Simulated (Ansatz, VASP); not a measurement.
# ZnS (Wurtzite-2H): VASP beside Ansatz, part 2 of 3

Aim: how closely do two programs agree when they are given the same cell, functional and k mesh? The cell is taken from a series of runs on this material, whose earlier steps may have relaxed, scaled, displaced or heated it; both programs get it as it stands.

VASP 6.6.1 and Ansatz 0.2.0.

So far: Starting point; VASP: zone-centre phonons, LDA.

## Step 2: VASP: zone-centre phonons, LDA (continued)

Level of this step: LDA; plane waves and PAW (S, Zn) (VASP).

Parts of OUTCAR (step 2):

```text
ion  position               nearest neighbor table
   1  0.333  0.667  0.384-   3 2.31   4 2.33   4 2.33   4 2.33
   2  0.667  0.333  0.884-   4 2.31   3 2.33   3 2.33   3 2.33
   3  0.333  0.667  0.001-   1 2.31   2 2.33   2 2.33   2 2.33
   4  0.667  0.333  0.501-   2 2.31   1 2.33   1 2.33   1 2.33

  LATTYP: Found a hexagonal cell.
 ALAT       =     3.8503026465
 C/A-ratio  =     1.5667410682

 Subroutine GETGRP returns: Found 12 space group operations
 (whereof  6 operations were pure point group operations)

The static configuration has the point symmetry C_3v.
 The point group associated with its full space group is C_6v.

 Found     95 irreducible k-points:

   k-points           NKPTS =     95   k-points in BZ     NKDIM =     95   number of bands    NBANDS=     24

   dimension x,y,z NGX =    28 NGY =   28 NGZ =   48
   dimension x,y,z NGXF=    56 NGYF=   56 NGZF=   96

   ENCUT  =  500.0 eV  36.75 Ry    6.06 a.u.   7.02  7.02 11.00*2*pi/ulx,y,z

   NELECT =      36.0000    total number of electrons

 k-points in reciprocal lattice and weights: Automatic mesh
   0.00000000  0.00000000  0.00000000       0.001
   0.08333333  0.00000000  0.00000000       0.005
   0.16666667  0.00000000  0.00000000       0.005
   0.25000000 -0.00000000  0.00000000       0.005
   0.33333333  0.00000000  0.00000000       0.005
   0.41666667  0.00000000  0.00000000       0.005
   0.50000000 -0.00000000  0.00000000       0.003
   0.08333333  0.08333333  0.00000000       0.005
   0.16666667  0.08333333  0.00000000       0.010
[...]
-1.925151323  3.334459904  0.000000000     0.000000000  0.299898643  0.000000000
     0.000000000  0.000000000  6.032427281     0.000000000  0.000000000  0.165770751

 POSITION                                       TOTAL-FORCE (eV/Angst)
 -----------------------------------------------------------------------------------
      0.00000      2.22297      2.31540         0.000000     -0.000000      0.001177
      1.92515      1.11149      5.33161        -0.000000      0.000000      0.001177
      0.00000      2.22297      0.00709        -0.000000     -0.000000     -0.001177
      1.92515      1.11149      3.02330         0.000000      0.000000     -0.001177
 -----------------------------------------------------------------------------------
    total drift:                               -0.000000     -0.000001     -0.001171

 MACROSCOPIC STATIC DIELECTRIC TENSOR (including local field effects in DFT)
 ------------------------------------------------------
           6.103834     0.000000     0.000000
           0.000000     6.103834    -0.000000
          -0.000000     0.000000     6.022035
 ------------------------------------------------------

 PIEZOELECTRIC TENSOR (including local field effects)  for field in x, y, z        (C/m^2)
          XX          YY          ZZ          XY          YZ          ZX
  --------------------------------------------------------------------------------
  x     0.00000     0.00000     0.00000     0.00000     0.00000     0.32669
  y     0.00000     0.00000     0.00000    -0.00000     0.32669     0.00000
  z     0.34904     0.34904    -0.71617     0.00000     0.00000     0.00000

 BORN EFFECTIVE CHARGES (including local field effects) (in |e|, cummulative output)
 ---------------------------------------------------------------------------------
 ion    1
    1    -1.94160    -0.00000    -0.00000
    2    -0.00000    -1.94160    -0.00000
    3     0.00000    -0.00000    -1.96974
 ion    2
    1    -1.94160    -0.00000     0.00000
    2    -0.00000    -1.94160     0.00000
    3    -0.00000     0.00000    -1.96974
 ion    3
    1     1.94160     0.00000     0.00000
    2     0.00000     1.94160    -0.00000
    3    -0.00000     0.00000     1.96974
 ion    4
    1     1.94160     0.00000     0.00000
    2     0.00000     1.94160     0.00000
    3     0.00000     0.00000     1.96974

 Eigenvectors and eigenvalues of the dynamical matrix
 ----------------------------------------------------

   1 f  =   10.205565 THz    64.123455 2PiTHz  340.420999 cm-1    42.206806 meV
             X         Y         Z           dx          dy          dz
      0.000000  2.222973  2.315397     0.000000   -0.000000    0.689047
      1.925151  1.111487  5.331611    -0.000000    0.000000   -0.689047
      0.000000  2.222973  0.007087    -0.000000    0.000000   -0.158791
      1.925151  1.111487  3.023301    -0.000000    0.000000    0.158791

   2 f  =    8.295664 THz    52.123194 2PiTHz  276.713566 cm-1    34.308094 meV
             X         Y         Z           dx          dy          dz
      0.000000  2.222973  2.315397     0.528303    0.312612   -0.000000
      1.925151  1.111487  5.331611    -0.528303   -0.312612   -0.000000
      0.000000  2.222973  0.007087     0.302038    0.178725    0.000000
      1.925151  1.111487  3.023301    -0.302038   -0.178725    0.000000

   3 f  =    8.295664 THz    52.123194 2PiTHz  276.713566 cm-1    34.308094 meV
             X         Y         Z           dx          dy          dz
      0.000000  2.222973  2.315397    -0.312612    0.528303    0.000000
      1.925151  1.111487  5.331611     0.312612   -0.528303    0.000000
      0.000000  2.222973  0.007087    -0.178725    0.302038   -0.000000
      1.925151  1.111487  3.023301     0.178725   -0.302038   -0.000000

   4 f  =    8.260210 THz    51.900428 2PiTHz  275.530937 cm-1    34.161467 meV
             X         Y         Z           dx          dy          dz
      0.000000  2.222973  2.315397     0.000000   -0.000000    0.578584
      1.925151  1.111487  5.331611    -0.000000    0.000000    0.578584
      0.000000  2.222973  0.007087     0.000000   -0.000000   -0.406498
      1.925151  1.111487  3.023301    -0.000000    0.000000   -0.406498

   5 f  =    8.088975 THz    50.824531 2PiTHz  269.819173 cm-1    33.453299 meV
             X         Y         Z           dx          dy          dz
      0.000000  2.222973  2.315397     0.498586    0.295026   -0.000000
      1.925151  1.111487  5.331611     0.498586    0.295026   -0.000000
      0.000000  2.222973  0.007087    -0.348919   -0.206464    0.000000
      1.925151  1.111487  3.023301    -0.348919   -0.206464    0.000000

   6 f  =    8.088975 THz    50.824531 2PiTHz  269.819173 cm-1    33.453299 meV
             X         Y         Z           dx          dy          dz
      0.000000  2.222973  2.315397     0.295026   -0.498586   -0.000000
      1.925151  1.111487  5.331611     0.295026   -0.498586   -0.000000
      0.000000  2.222973  0.007087    -0.206464    0.348919    0.000000
      1.925151  1.111487  3.023301    -0.206464    0.348919    0.000000

   7 f  =    5.646469 THz    35.477814 2PiTHz  188.345946 cm-1    23.351911 meV
             X         Y         Z           dx          dy          dz
      0.000000  2.222973  2.315397    -0.000000    0.000000    0.158791
      1.925151  1.111487  5.331611     0.000000   -0.000000   -0.158791
      0.000000  2.222973  0.007087    -0.000000   -0.000000    0.689047
      1.925151  1.111487  3.023301    -0.000000    0.000000   -0.689047

   8 f  =    2.117839 THz    13.306777 2PiTHz   70.643515 cm-1     8.758676 meV
             X         Y         Z           dx          dy          dz
      0.000000  2.222973  2.315397    -0.302036   -0.178728    0.000000
      1.925151  1.111487  5.331611     0.302036    0.178728    0.000000
      0.000000  2.222973  0.007087     0.528299    0.312618    0.000000
      1.925151  1.111487  3.023301    -0.528299   -0.312618    0.000000

   9 f  =    2.117839 THz    13.306777 2PiTHz   70.643515 cm-1     8.758676 meV
             X         Y         Z           dx          dy          dz
      0.000000  2.222973  2.315397     0.178728   -0.302036   -0.000000
      1.925151  1.111487  5.331611    -0.178728    0.302036   -0.000000
      0.000000  2.222973  0.007087    -0.312618    0.528299   -0.000000
      1.925151  1.111487  3.023301     0.312618   -0.528299   -0.000000

  10 f/i=    0.002475 THz     0.015552 2PiTHz    0.082565 cm-1     0.010237 meV
             X         Y         Z           dx          dy          dz
      0.000000  2.222973  2.315397    -0.173082    0.366626    0.000000
      1.925151  1.111487  5.331611    -0.173082    0.366626    0.000000
      0.000000  2.222973  0.007087    -0.247324    0.523888    0.000000
      1.925151  1.111487  3.023301    -0.247324    0.523888    0.000000

  11 f/i=    0.002475 THz     0.015552 2PiTHz    0.082565 cm-1     0.010237 meV
             X         Y         Z           dx          dy          dz
      0.000000  2.222973  2.315397    -0.366626   -0.173082    0.000000
      1.925151  1.111487  5.331611    -0.366626   -0.173082    0.000000
      0.000000  2.222973  0.007087    -0.523888   -0.247324    0.000000
      1.925151  1.111487  3.023301    -0.523888   -0.247324    0.000000

  12 f/i=    0.012743 THz     0.080067 2PiTHz    0.425060 cm-1     0.052701 meV
             X         Y         Z           dx          dy          dz
      0.000000  2.222973  2.315397     0.000000   -0.000000    0.406498
      1.925151  1.111487  5.331611     0.000000   -0.000000    0.406498
      0.000000  2.222973  0.007087     0.000000   -0.000000    0.578584
      1.925151  1.111487  3.023301     0.000000   -0.000000    0.578584

 MACROSCOPIC STATIC DIELECTRIC TENSOR IONIC CONTRIBUTION
 ------------------------------------------------------
           3.058910     0.000000     0.000000
           0.000000     3.058910     0.000000
           0.000000     0.000000     3.014973
 ------------------------------------------------------

 ELASTIC MODULI CONTR FROM IONIC RELAXATION (kBar)
 Direction    XX          YY          ZZ          XY          YZ          ZX
 --------------------------------------------------------------------------------
 XX        -230.5269    128.7624    142.9279     -0.0000      0.0000     -0.0000
 YY         128.7624   -230.5269    142.9279     -0.0000     -0.0000      0.0000
 ZZ         142.9279    142.9279   -401.4835      0.0000      0.0000      0.0000
 XY          -0.0000     -0.0000      0.0000   -179.6446      0.0000      0.0000
 YZ           0.0000     -0.0000      0.0000      0.0000    -56.1132     -0.0000
 ZX          -0.0000      0.0000      0.0000     -0.0000     -0.0000    -67.1309
 --------------------------------------------------------------------------------

 PIEZOELECTRIC TENSOR IONIC CONTR  for field in x, y, z        (C/m^2)
          XX          YY          ZZ          XY          YZ          ZX
  --------------------------------------------------------------------------------
  x    -0.00000     0.00000     0.00000     0.00000    -0.00000    -0.42640
  y     0.00000    -0.00000     0.00000     0.00000    -0.38984    -0.00000
  z    -0.36855    -0.36855     1.03526    -0.00000    -0.00000    -0.00000
```

The dielectric response converges more slowly with the mesh than energies do, so tensor and charges may still move on a finer one.

[end of part 2 of 3]

[Lines on the potential files, build, host, timing and source positions are cut from VASP's logs without a mark.]

[Logs are printed without paths, hosts, clocks, repeated set-up lines and the standing remarks that a program may print on its own settings, such as how far it seeks lower states.]

[Hosts, paths, dates, database ids (printed as entryN), source tags and the programs' standing remarks are cut or masked in the printed files.]
